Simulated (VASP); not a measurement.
An input for Ansatz (written as the equivalent of a VASP run, and not itself run):

Ansatz 0.2 input:
```yaml
crystal:
  lattice:
    - [4.3174340, 0.0000000, 0.0000000]
    - [-2.1587170, 3.7390080, 0.0000000]
    - [0.0000000, 0.0000000, 21.9932240]
  atoms:
    - { symbol: Cd, position: [0.6666670, 0.3333330, 0.3331200] }
    - { symbol: Cd, position: [0.3333330, 0.6666670, 0.6668800] }
    - { symbol: Cd, position: [0.0000000, 0.0000000, 0.0000000] }
    - { symbol: I, position: [0.3333330, 0.6666670, 0.0788700] }
    - { symbol: I, position: [0.6666670, 0.3333330, 0.9211300] }
    - { symbol: I, position: [0.3333330, 0.6666670, 0.4117000] }
    - { symbol: I, position: [0.6666670, 0.3333330, 0.5883000] }
    - { symbol: I, position: [0.0000000, 0.0000000, 0.2544000] }
    - { symbol: I, position: [0.0000000, 0.0000000, 0.7456000] }
kpoints:
  mp_grid: { grid: [4, 4, 1] }
hamiltonian:
  xc: pbe0
  pseudopotentials: { kind: paw }
scf:
  occupations: { method: gaussian, width: 0.01 }
  max_iter: 100
output: { forces: true, stress: true, eigenvalues: true }
```

Write the VASP files for the same calculation (PBE0).

One answer among several that fit: 
### KPOINTS
```
Automatic mesh
0
Gamma
4 4 1
0 0 0
```

### POSCAR
```
CdI2
1.0
  4.3174340000   0.0000000000   0.0000000000
 -2.1587170000   3.7390080000   0.0000000000
  0.0000000000   0.0000000000  21.9932240000
Cd I
3 6
Cartesian
  2.1587191587   1.2463347537   7.3263827789
 -0.0000021587   2.4926732463  14.6668412211
  0.0000000000   0.0000000000   0.0000000000
 -0.0000021587   2.4926732463   1.7346055769
  2.1587191587   1.2463347537  20.2586184231
 -0.0000021587   2.4926732463   9.0546103208
  2.1587191587   1.2463347537  12.9386136792
  0.0000000000   0.0000000000   5.5950761856
  0.0000000000   0.0000000000  16.3981478144
```

**INCAR**
```
SYSTEM=CdI2
PREC=Accurate; ENCUT=300; LREAL=.False.
LASPH=.True.; ISYM=3
EDIFF=1E-03; NELM=100; ALGO=Normal
LMAXMIX=4
ISMEAR=0; SIGMA=0.01
GGA=PE; LHFCALC=.True.; AEXX=0.25
HFRCUT=-1; PRECFOCK=Fast
ISIF=2
LWAVE=.False.; LCHARG=.False.
```

POTCAR, in this order: Cd I (PBE.64 set). Program: vasp_std.

The two are equivalent in intent, not identical: each code has its own PAW files, so the cut-off isn't converted (ENCUT is set for VASP's; basis.ecutwfc is left out, and Ansatz then takes the one that its files recommend); Ansatz stops its SCF on the density residual and VASP on the energy change (EDIFF).

The structure comes from a computed database's CdI2 entry; how it stands against other phases isn't given here. The cell was not relaxed at this level. The k-mesh is coarse (spacing up to 0.42 per Å, 2π included), so the numbers may not be converged in it. The run is one of a series of settings (EDIFF = 1E-03 against the base run), some of them coarse on purpose.
